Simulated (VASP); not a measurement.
Consider the following.

```
TiN
1.0
    0.00000     2.12239     2.12239
    2.12239     0.00000     2.12239
    2.12239     2.12239     0.00000
Ti N
1 1
Direct
  0.00000   0.00000   0.00000
  0.50000   0.50000   0.50000
```

Method: TPSS meta-GGA, VASP's PBE PAW potentials (set 64) (plane waves; VASP). Run with 520 eV cut-off, 17×17×17 Γ-centred mesh, tetrahedra with Blöchl corrections, potentials Ti_sv N.

### Question
What does the run give for the energy per atom (σ→0), band gap (over mesh and band path) with the smallest direct gap where there is one?

### Answer

```yaml
band gap (over mesh and band path): none (metal, semimetal or under 0.01 eV)
energy per atom (σ→0): -14.368 eV/atom
```

Total energies compare only between runs with the same potentials, cut-off and functional.

The compound is TiN in the rock salt structure. It was relaxed first. The electron count is odd and the run is not spin-polarised, which forces a metal.
